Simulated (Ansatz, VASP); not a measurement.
# Si25P6O65 (amorphous 89SiO2-11P2O5 (mol %)) in two plane-wave programs

Aim: how closely do two programs agree when they are given the same cell, functional and k mesh? The structure shown is the end of the Ansatz relaxation below.

Main program and level: Ansatz 0.2.0; plane waves, with VASP 6.6.1 beside it; single point at PBE.

### 1. The structure

The cell holds 96 atoms: 25 Si, 6 P and 65 O. Cell: a = 11.081 Å, b = 10.698 Å, c = 11.611 Å, α = 89.1°, β = 89.5°, γ = 91.2°. As first built, before any earlier steps moved the atoms (in the runner's words): 96 atoms (25 Si, 6 P, 65 O) placed at random at 2.24 g/cm^3, melted at 5000 K for 10 ps at fixed volume with the Morse and Coulomb pair potential with partial charges (Pedone, Malavasi, Menziani, Cormack and Segre, J. Phys. Chem. B 110, 11780 (2006)). Quenched from 5000 K to 300 K at 50 K/ps and fixed volume, held 5 ps, then minimised at fixed cell.

### 2. Ansatz: relaxation, PBE

Ansatz runs on its default PAW (the set named soft_2) files.

This run makes the geometry at which the two programs are then compared.

Input file input.yaml:

```yaml
crystal:
  lattice:
    - [11.2619, 0.0, 0.0]
    - [0.0, 11.2619, 0.0]
    - [0.0, 0.0, 11.2619]
  atoms:
    - { symbol: Si, position: [0.69291, 0.33336, 0.00668] }
    - { symbol: Si, position: [0.47243, 0.16529, 0.98577] }
    - { symbol: Si, position: [0.60666, 0.76028, 0.68778] }
    - { symbol: Si, position: [0.08309, 0.02748, 0.14231] }
    - { symbol: Si, position: [0.04515, 0.71838, 0.51548] }
    - { symbol: Si, position: [0.30558, 0.17903, 0.21052] }
    - { symbol: Si, position: [0.60688, 0.73894, 0.17354] }
    - { symbol: Si, position: [0.62039, 0.02774, 0.803] }
    - { symbol: Si, position: [0.3917, 0.592, 0.77938] }
    - { symbol: Si, position: [0.535, 0.65766, 0.43781] }
    - { symbol: Si, position: [0.52992, 0.21213, 0.60681] }
    - { symbol: Si, position: [0.68586, 0.42645, 0.49549] }
    - { symbol: Si, position: [0.88314, 0.11055, 0.77653] }
    - { symbol: Si, position: [0.38382, 0.63949, 0.0429] }
    - { symbol: Si, position: [0.12726, 0.45307, 0.44877] }
    - { symbol: Si, position: [0.29711, 0.79309, 0.44739] }
    - { symbol: Si, position: [0.8793, 0.3902, 0.82914] }
    - { symbol: Si, position: [0.11287, 0.97938, 0.87421] }
    - { symbol: Si, position: [0.17832, 0.71593, 0.88459] }
    - { symbol: Si, position: [0.30008, 0.36071, 0.64923] }
    - { symbol: Si, position: [0.23973, 0.45477, 0.19238] }
    - { symbol: Si, position: [0.02979, 0.5204, 0.02046] }
    - { symbol: Si, position: [0.90532, 0.28339, 0.38677] }
    - { symbol: Si, position: [0.44147, 0.03922, 0.407] }
    - { symbol: Si, position: [0.84368, 0.16425, 0.1532] }
    - { symbol: P, position: [0.23538, 0.20925, 0.85888] }
    - { symbol: P, position: [0.98786, 0.05998, 0.53138] }
    - { symbol: P, position: [0.67795, 0.97204, 0.27326] }
    - { symbol: P, position: [0.78687, 0.53712, 0.16674] }
    - { symbol: P, position: [0.83205, 0.60795, 0.65765] }
[... 60 atom lines left out ...]
    - { symbol: O, position: [0.9274, 0.68928, 0.60494] }
    - { symbol: O, position: [0.78554, 0.22922, 0.04277] }
    - { symbol: O, position: [0.73638, 0.68782, 0.71453] }
    - { symbol: O, position: [0.93822, 0.14467, 0.4341] }
    - { symbol: O, position: [0.01601, 0.36531, 0.42072] }
    - { symbol: O, position: [0.65815, 0.87317, 0.18007] }
kpoints:
  mp_grid: { grid: [1, 1, 1] }
hamiltonian:
  xc: pbe
scf:
  occupations: { method: fermi_dirac, width: 0.025 }
output:
  forces: true
relax:
  f_tol: 0.04
  max_steps: 250
  cell: {}
```

On the command line:

```bash
$ ansatz run input.yaml --threads 4 --pin off --max-ram 8192MiB --backend cpu --events-out ev --progress --plain --runs-dir out
```

Numbers of over 12 decimals in the logs are rounded to 6 here.

The log of the run:

```text
Engine: ansatz 0.2.0, x86_64-unknown-linux-gnu
Pseudopotentials: kind: paw
Pseudopotential: Si, paw, valence charge 4, recommended cutoff 420 eV (normal), Si.paw.azcp
Pseudopotential: P, paw, valence charge 5, recommended cutoff 420 eV (normal), P.paw.azcp
Pseudopotential: O, paw, valence charge 6, recommended cutoff 420 eV (normal), O.paw.azcp
Functional definition: PBE
  parameter kappa = 0.804
  parameter beta = 0.066725
  exchange = pbe_x(kappa = kappa, mu = beta*pi^2/3)
  correlation = pbe_c(beta = beta)
Crystal: 96 atoms, lattice volume = 1428.351 Å³
Basis set: ecut = 420 eV, 28017 PW (Γ), exchange–correlation on 160×160×160 points (8 copies of the dense FFT grid, shifted against one another)
Bands: 356, of which v1, the nominal top of the filled ones, is band 260 counted from 1 (259 counted from 0)
Symmetry: 1 space group operations
Space group: P1 (ITA 1), of the structure as read, at distance tolerance 1.1e-4 Å
k-points: 1
Non-local potential: Si, projectors of the file, l = 0: 2, l = 1: 2, l = 2: 2
Non-local potential: P, projectors of the file, l = 0: 2, l = 1: 2, l = 2: 2
Non-local potential: O, projectors of the file, l = 0: 2, l = 1: 2, l = 2: 1
PAW form: soft (Blöchl's): semilocal exchange-correlation on the pseudo side does not see the compensation charge
PAW one-centre angular grid: Si, 110 points (default); XC on 64 Gauss nodes
PAW one-centre angular grid: P, 110 points (default); XC on 64 Gauss nodes
PAW one-centre angular grid: O, 110 points (default); XC on 64 Gauss nodes
Initial density: superposition of atomic densities (neutral atoms: chi_scale 0, normalization atom), corrected by the library's trained network
Initial wavefunctions: pseudopotential atomic-orbital guess
Functional: x = pbe(κ = 0.804, μ = 0.219515), c = pbe(β = 0.066725)
SCF iter   1: F=—  HF=-57391.908982 eV  |F-HF|=—  |Δ(HF+E_count)|=         —  Δρ=4.10e-3  dr2=3.98e-1  ethr=1.77e-3  ⟨swp⟩=7.0  Hψ=1877  notcnv=0  defer=68
preconditioner: auto → Resta (q_TF=auto, 2.305 Å⁻¹)  ε∞=2.9  [insulator: Δε(μ)=2.559 eV  Ē_g=16.391 eV  σ=0.025 eV  W_gap=1.00  n_scr=304 (ndim 8)  ℏωp=22.4 eV  f_vac=0.245  D(μ)=0.00/eV (n_scr^D=0)  ε∞_Penn≈2.9]
SCF iter   2: F=—  HF=-57391.816006 eV  |F-HF|=—  |Δ(HF+E_count)|=   9.30e-2  Δρ=2.14e-3  dr2=8.43e-2  ethr=7.65e-5  ⟨swp⟩=3.0  Hψ=628  notcnv=0  defer=91
SCF iter   3: F=—  HF=-57391.796691 eV  |F-HF|=—  |Δ(HF+E_count)|=   1.93e-2  Δρ=8.52e-4  dr2=2.58e-2  ethr=1.62e-5  ⟨swp⟩=2.0  Hψ=613  notcnv=0  defer=91
SCF iter   4: F=—  HF=-57391.788656 eV  |F-HF|=—  |Δ(HF+E_count)|=   8.04e-3  Δρ=3.84e-4  dr2=2.53e-3  ethr=4.96e-6  ⟨swp⟩=3.0  Hψ=474  notcnv=0  defer=91
SCF iter   5: F=—  HF=-57391.788320 eV  |F-HF|=—  |Δ(HF+E_count)|=   3.36e-4  Δρ=2.26e-4  dr2=6.25e-4  ethr=4.86e-7  ⟨swp⟩=3.0  Hψ=627  notcnv=0  defer=91
SCF iter   6: F=—  HF=-57391.788235 eV  |F-HF|=—  |Δ(HF+E_count)|=   8.49e-5  Δρ=5.65e-5  dr2=4.01e-5  ethr=1.20e-7  ⟨swp⟩=3.0  Hψ=514  notcnv=0  defer=91
SCF iter   7: F=—  HF=-57391.786469 eV  |F-HF|=—  |Δ(HF+E_count)|=   1.77e-3  Δρ=3.01e-5  dr2=1.12e-5  ethr=7.70e-9  ⟨swp⟩=3.0  Hψ=643  notcnv=0  defer=91
SCF iter   8: F=—  HF=-57391.786469 eV  |F-HF|=—  |Δ(HF+E_count)|=   3.23e-7  Δρ=9.32e-6  dr2=1.21e-6  ethr=2.16e-9  ⟨swp⟩=3.0  Hψ=477  notcnv=0  defer=91
SCF iter   9: F=—  HF=-57391.786470 eV  |F-HF|=—  |Δ(HF+E_count)|=   4.61e-7  Δρ=3.36e-6  dr2=1.53e-7  ethr=2.33e-10  ⟨swp⟩=3.0  Hψ=479  notcnv=0  defer=91
SCF iter  10: F=-57391.786470 eV  HF=-57391.786470 eV  |F-HF|=1.97e-8  |Δ(HF+E_count)|=   3.22e-8  Δρ=1.84e-6  dr2=4.08e-8  ethr=1.92e-11  ⟨swp⟩=5.0  Hψ=1195  notcnv=0
SCF 1 converged in 10 iterations: F = -57391.786470 eV  dr2 = 4.08e-8
  greatest PAW one-centre occupation: 0.875 electrons in one spin orbital (limit 2), on the O atom at site 82 (counted from 0), in its partial waves of l = 0
relax step   1: F+E_penalty+E_count = -57391.78646955 eV  Δ(F+E_penalty+E_count) = +0.000e0 eV  max|allowed force component| = 4.362e0 eV/Å  Δτ_max = 0.0000 Å  P = +1.737 GPa  Ω = 1428.351 Å³  (10 SCF iters, dr2 threshold 1.00e-7 eV, accepted)
Crystal: 96 atoms, lattice volume = 1430.102 Å³
Basis set: ecut = 420 eV, 27983 PW (Γ), exchange–correlation on 160×160×160 points (8 copies of the dense FFT grid, shifted against one another)
Initial density: handed on by an earlier stage of this run
Initial wavefunctions: those handed on with the density
iter 1 solved again at ethr=1.02e-4 eV; its pass at ethr=3.10e-3 eV (dr2=5.30e-1 eV) is discarded
SCF iter   1: F=—  HF=-57394.522541 eV  |F-HF|=—  |Δ(HF+E_count)|=         —  Δρ=7.47e-3  dr2=5.18e-1  ethr=1.02e-4  ⟨swp⟩=9.0  Hψ=2135  notcnv=0
preconditioner: auto → Resta (q_TF=auto, 2.305 Å⁻¹)  ε∞=2.9  [insulator: Δε(μ)=1.925 eV  Ē_g=16.388 eV  σ=0.025 eV  W_gap=1.00  n_scr=286 (ndim 8)  ℏωp=22.4 eV  f_vac=0.246  D(μ)=0.00/eV (n_scr^D=0)  ε∞_Penn≈2.9]
[...]
atom  92  O     -0.00270326    -0.00310184    -0.00827154
  atom  93  O     -0.00748856    -0.00346386     0.00148570
  atom  94  O     -0.00396760     0.02768648    -0.01440782
  atom  95  O     -0.00169405    -0.00454528     0.00195542
  atom  96  O     -0.00115766    -0.00752734     0.00115052
  max |Σ_I F_I| component: 3.86e-5 eV/Å
--- Stress (GPa, compression-positive) ---
       -0.012671      -0.004904       0.007520
       -0.004905      -0.027182       0.012958
        0.007522       0.012956       0.044770
  P = ⅓ Tr σ = 0.0016 GPa (0.016 kbar)
--- Relaxed structure (14 steps of the walk, 13 accepted, 2 SCFs on fresh bases) ---
  F+E_penalty+E_count = -57398.51337224 eV   max|allowed force component| = 2.769e-2 eV/Å   (the final SCF, on the basis selected at the relaxed cell)
  cell:  # Å, volume = 1375.9413 Å³
    - [11.080185, -0.116013, 0.047034]
    - [-0.116013, 10.697272, 0.084088]
    - [0.047034, 0.084088, 11.610786]
  atoms:
    - { symbol: Si, position: [0.704231, 0.332904, 0.010633] }
    - { symbol: Si, position: [0.470540, 0.160495, 0.974451] }
    - { symbol: Si, position: [0.610809, 0.748511, 0.685003] }
    - { symbol: Si, position: [0.080395, 0.025178, 0.142169] }
    - { symbol: Si, position: [0.041671, 0.744379, 0.508334] }
    - { symbol: Si, position: [0.305441, 0.184399, 0.193326] }
    - { symbol: Si, position: [0.609428, 0.743816, 0.177314] }
    - { symbol: Si, position: [0.613844, 0.025569, 0.796750] }
    - { symbol: Si, position: [0.389463, 0.585275, 0.794611] }
    - { symbol: Si, position: [0.542757, 0.661583, 0.440572] }
    - { symbol: Si, position: [0.522728, 0.207770, 0.594484] }
    - { symbol: Si, position: [0.688022, 0.421603, 0.501012] }
    - { symbol: Si, position: [0.879621, 0.106413, 0.770891] }
    - { symbol: Si, position: [0.381263, 0.650020, 0.042146] }
    - { symbol: Si, position: [0.122158, 0.462600, 0.455951] }
    - { symbol: Si, position: [0.298763, 0.793514, 0.445808] }
    - { symbol: Si, position: [0.883828, 0.388748, 0.830862] }
    - { symbol: Si, position: [0.109547, 0.983024, 0.882627] }
    - { symbol: Si, position: [0.185887, 0.718920, 0.889460] }
    - { symbol: Si, position: [0.297835, 0.357337, 0.653145] }
    - { symbol: Si, position: [0.231192, 0.461642, 0.197805] }
    - { symbol: Si, position: [0.028012, 0.510373, 0.018396] }
    - { symbol: Si, position: [0.906301, 0.267831, 0.399725] }
    - { symbol: Si, position: [0.441015, 0.047033, 0.390369] }
    - { symbol: Si, position: [0.845481, 0.164512, 0.166776] }
    - { symbol: P, position: [0.239921, 0.211705, 0.863692] }
    - { symbol: P, position: [0.984619, 0.040303, 0.547793] }
    - { symbol: P, position: [0.672863, 0.975902, 0.273852] }
    - { symbol: P, position: [0.788272, 0.541179, 0.160747] }
    - { symbol: P, position: [0.838813, 0.605762, 0.657642] }
    - { symbol: P, position: [0.107005, 0.777794, 0.265757] }
    - { symbol: O, position: [0.382270, 0.225986, 0.876733] }
    - { symbol: O, position: [0.068553, 0.586405, 0.511221] }
    - { symbol: O, position: [0.904080, 0.258742, 0.259401] }
    - { symbol: O, position: [0.981993, 0.043618, 0.849978] }
    - { symbol: O, position: [0.987987, 0.404109, 0.924687] }
    - { symbol: O, position: [0.383260, 0.461262, 0.716715] }
    - { symbol: O, position: [0.209113, 0.294950, 0.755336] }
    - { symbol: O, position: [0.608998, 0.741285, 0.544629] }
    - { symbol: O, position: [0.497713, 0.728092, 0.090176] }
    - { symbol: O, position: [0.185630, 0.787838, 0.535609] }
    - { symbol: O, position: [0.615958, 0.885335, 0.742380] }
    - { symbol: O, position: [0.721385, 0.664235, 0.126505] }
    - { symbol: O, position: [0.089276, 0.921908, 0.246281] }
    - { symbol: O, position: [0.587259, 0.514960, 0.445093] }
    - { symbol: O, position: [0.259441, 0.653059, 0.784315] }
    - { symbol: O, position: [0.900673, 0.515208, 0.743303] }
    - { symbol: O, position: [0.393327, 0.127887, 0.091284] }
    - { symbol: O, position: [0.574676, 0.711713, 0.310449] }
    - { symbol: O, position: [0.749942, 0.069985, 0.831115] }
    - { symbol: O, position: [0.123966, 0.969296, 0.020977] }
    - { symbol: O, position: [0.115638, 0.449208, 0.112325] }
    - { symbol: O, position: [0.091483, 0.701943, 0.162223] }
    - { symbol: O, position: [0.783367, 0.523187, 0.563183] }
    - { symbol: O, position: [0.384420, 0.249009, 0.608044] }
[...]
- { symbol: O, position: [0.896773, 0.548267, 0.074143] }
    - { symbol: O, position: [0.573305, 0.266647, 0.000193142] }
    - { symbol: O, position: [0.924297, 0.709025, 0.611270] }
    - { symbol: O, position: [0.808545, 0.236669, 0.048683] }
    - { symbol: O, position: [0.736488, 0.672710, 0.724862] }
    - { symbol: O, position: [0.924806, 0.121904, 0.445780] }
    - { symbol: O, position: [0.015427, 0.356286, 0.442588] }
    - { symbol: O, position: [0.666402, 0.886743, 0.165353] }
```

The column dr2 measures how far the density is from self-consistency, as an energy; F and HF (Harris–Foulkes) agree once it is small.

### 3. VASP: single point, PBE

The same cell, functional, mesh and smearing now go to VASP, with its own data sets and cutoff.

Lines of VASP's logs that name or quote its potential files are left out, and so is its time.

Input file INCAR:

```
SYSTEM = Si25P6O65
PREC = Accurate
ENCUT = 520
EDIFF = 1E-05
NELM = 100
ISMEAR = -1
SIGMA = 0.025
LREAL = Auto
ALGO = Fast
GGA = PE
NBANDS = 327
LORBIT = 11
LWAVE = .FALSE.
LCHARG = .FALSE.
ISIF = 2
```

Input file POSCAR:

```
Si25P6O65
1.0
   11.0801850000     -0.1160130000      0.0470340000
   -0.1160130000     10.6972720000      0.0840880000
    0.0470340000      0.0840880000     11.6107860000
Si P O
25 6 65
Direct
    0.7042300000      0.3329000000      0.0106300000
    0.4705400000      0.1604900000      0.9744500000
    0.6108100000      0.7485100000      0.6850000000
    0.0803900000      0.0251800000      0.1421700000
    0.0416700000      0.7443800000      0.5083300000
    0.3054400000      0.1844000000      0.1933300000
    0.6094300000      0.7438200000      0.1773100000
    0.6138400000      0.0255700000      0.7967500000
    0.3894600000      0.5852700000      0.7946100000
    0.5427600000      0.6615800000      0.4405700000
    0.5227300000      0.2077700000      0.5944800000
    0.6880200000      0.4216000000      0.5010100000
    0.8796200000      0.1064100000      0.7708900000
    0.3812600000      0.6500200000      0.0421500000
    0.1221600000      0.4626000000      0.4559500000
    0.2987600000      0.7935100000      0.4458100000
    0.8838300000      0.3887500000      0.8308600000
    0.1095500000      0.9830200000      0.8826300000
    0.1858900000      0.7189200000      0.8894600000
    0.2978400000      0.3573400000      0.6531500000
    0.2311900000      0.4616400000      0.1978100000
    0.0280100000      0.5103700000      0.0184000000
    0.9063000000      0.2678300000      0.3997300000
    0.4410100000      0.0470300000      0.3903700000
    0.8454800000      0.1645100000      0.1667800000
    0.2399200000      0.2117000000      0.8636900000
    0.9846200000      0.0403000000      0.5477900000
    0.6728600000      0.9759000000      0.2738500000
    0.7882700000      0.5411800000      0.1607500000
    0.8388100000      0.6057600000      0.6576400000
[... 60 atom lines left out ...]
    0.9243000000      0.7090200000      0.6112700000
    0.8085500000      0.2366700000      0.0486800000
    0.7364900000      0.6727100000      0.7248600000
    0.9248100000      0.1219000000      0.4457800000
    0.0154300000      0.3562900000      0.4425900000
    0.6664000000      0.8867400000      0.1653500000
```

Input file KPOINTS:

```
Automatic mesh
0
Gamma
1 1 1
0 0 0
```

The projector-augmented-wave data sets are Si, P and O (PBE family, release 64).

On the command line:

```bash
$ export OMP_NUM_THREADS=5
$ mpirun -np 1 vasp_gam
```

The log of the run:

```text
[banner, memory and clock lines left out]
running    1 mpi-ranks, on    1 nodes
[...]
Offloading initialized ...    1 GPUs detected
[...]
LDA part: xc-table for (Slater+PW92), standard interpolation
 POSCAR, INCAR and KPOINTS ok, starting setup
[...]
entering main loop
       N       E                     dE             d eps       ncg     rms          rms(c)
DAV:   1     0.479238352417E+04    0.47924E+04   -0.30893E+05   670   0.155E+03
DAV:   2    -0.413362207960E+03   -0.52057E+04   -0.50636E+04   805   0.377E+02
DAV:   3    -0.828323444559E+03   -0.41496E+03   -0.41242E+03   780   0.114E+02
DAV:   4    -0.837193968769E+03   -0.88705E+01   -0.88292E+01   788   0.179E+01
[...]
RMM:  15    -0.737984209379E+03    0.81484E-04   -0.63799E-04   788   0.395E-02    0.268E-02
RMM:  16    -0.737984202175E+03    0.72038E-05   -0.15693E-04   760   0.184E-02    0.171E-02
RMM:  17    -0.737984200381E+03    0.17937E-05   -0.69825E-05   711   0.122E-02
   1 F= -.73798420E+03 E0= -.73798420E+03  d E =-.405605E-10
```

Parts of OUTCAR (step 3):

```text
  Total       -1.3131484     -1.6511011     -0.7805893     -0.1665303      0.2382903      0.1354888
  in kB       -1.5290600     -1.9225798     -0.9089360     -0.1939117      0.2774707      0.1577663
  external PRESSURE =      -1.4535253 kB  Pullay stress =       0.0000000 kB

 POSITION                                       TOTAL-FORCE (eV/Angst)
 -----------------------------------------------------------------------------------
      7.76488      3.48032      0.18454        -0.055163      0.002072     -0.036407
      5.24088      1.74416     11.34976         0.012477     -0.003785      0.021968
      6.71327      7.99375      8.04506         0.013681      0.034219      0.041589
      0.89450      0.27199      1.65660        -0.009339      0.008132      0.008895
      0.39926      8.00075      5.96666        -0.080009      0.010417      0.067699
      3.37203      1.95340      2.27459         0.009240      0.007084      0.000645
      6.67464      7.90105      2.14992        -0.003233      0.007604     -0.028680
      6.83597      0.26931      9.28192        -0.013384     -0.038303      0.001890
[...]
10.94372      4.28601     10.81683         0.005937      0.009220      0.012047
      4.22679      4.95003      8.37838        -0.010557     -0.007617     -0.002022
      2.31829      3.19442      8.80473         0.050698     -0.074249      0.091183
      6.68745      7.90493      6.41456         0.003005     -0.021053     -0.006858
      5.43449      7.73842      1.13169        -0.015650     -0.019433     -0.000546
[...]
-----------------------------------------------------------------------------------
    total drift:                               -0.002119      0.008530      0.004094

  FREE ENERGIE OF THE ION-ELECTRON SYSTEM (eV)
  ---------------------------------------------------
  free  energy   TOTEN  =      -737.9842003813 eV

  energy  without entropy=     -737.9842003812  energy(sigma->0) =     -737.98420038

[... 3 further parts left out ...]
[key lines of the parts left out:]
E-fermi :   1.6805
```

The run ends at a pressure of -0.15 GPa, with forces up to 0.16 eV/Å.

### 4. Comparison

Known differences besides the potentials themselves: the cutoff is 420 eV in Ansatz and 520 eV in VASP (PREC = Accurate, projectors in real space); VASP leaves aspherical gradient terms in its spheres out (LASPH is not set), Ansatz keeps them. Total energies have different zeros and are not compared.

Compared:

```csv
quantity,Ansatz,VASP,difference
pressure (GPa),0.00,-0.15,+0.15
gap on the k mesh (eV),4.311,4.298,+0.013
```

Forces on 7 of the 96 atoms, those with the largest forces and the largest differences (eV/Å; atoms numbered as in POSCAR):

```csv
atom,"Ansatz x, y, z","VASP x, y, z"
O43,"-0.006, 0.001, -0.002","0.057, -0.122, 0.042"
O44,"0.001, -0.009, 0.003","0.027, -0.160, 0.011"
O56,"0.004, 0.008, 0.010","0.085, 0.094, 0.045"
O62,"0.004, 0.001, 0.002","0.143, -0.017, -0.014"
O64,"-0.010, 0.001, -0.015","-0.128, 0.010, -0.055"
O76,"0.001, 0.004, -0.001","0.094, 0.037, -0.090"
O89,"0.001, 0.003, 0.003","-0.113, -0.023, 0.107"
```

The forces differ by 38 meV/Å r.m.s., where the r.m.s. force is 0.006 eV/Å in Ansatz and 0.039 eV/Å in VASP: the cell lies near the minimum of Ansatz, so a percentage would say little (all taken over all components). A gap on the mesh is an upper bound, since the band edges may lie between its points.

### 5. What the set-up changes

Further runs change the set-up of one program: Ansatz's method, potentials or start, or VASP's data sets, cutoff or form of LDA. The table gives Ansatz less VASP for each quantity, since a change that brings one quantity closer may part another.

```csv
run,r.m.s. force difference (meV/Å),pressure (GPa),gap on the k mesh (eV)
as above,38,0.15,0.013
"VASP with the data sets Si_GW, P_GW and O_GW and a cutoff of 670 eV",60,-0.51,-0.0062
"VASP with the data sets Si, P_h and O_h and a cutoff of 1230 eV",21,0.36,6.6e-4
```

### 6. What came out

```
r.m.s. force difference (single point, PBE) : 38 meV/Å
```

**Reading.** The r.m.s. force difference is 38 meV/Å (single point, PBE), beyond the 12 meV/Å picked in this series as the mark of a large difference. Single point, PBE, VASP with the data sets Si_GW, P_GW and O_GW and a cutoff of 670 eV: r.m.s. force difference goes from 38 to 60 meV/Å; the difference in pressure goes from 0.15 to -0.51 GPa; the difference in gap on the k mesh goes from 0.013 to -0.0062 eV. Single point, PBE, VASP with the data sets Si, P_h and O_h and a cutoff of 1230 eV: r.m.s. force difference goes from 38 to 21 meV/Å; the difference in pressure goes from 0.15 to 0.36 GPa; the difference in gap on the k mesh goes from 0.013 to 6.6e-4 eV. How closely two codes agree says nothing of how well the functional describes the real material.

[Lines on the potential files, build, host, timing and source positions are cut from VASP's logs without a mark.]

[Logs are printed without paths, hosts, clocks, repeated set-up lines and the standing remarks that a program may print on its own settings, such as how far it seeks lower states.]

[Hosts, paths, dates, database ids (printed as entryN), source tags and the programs' standing remarks are cut or masked in the printed files.]
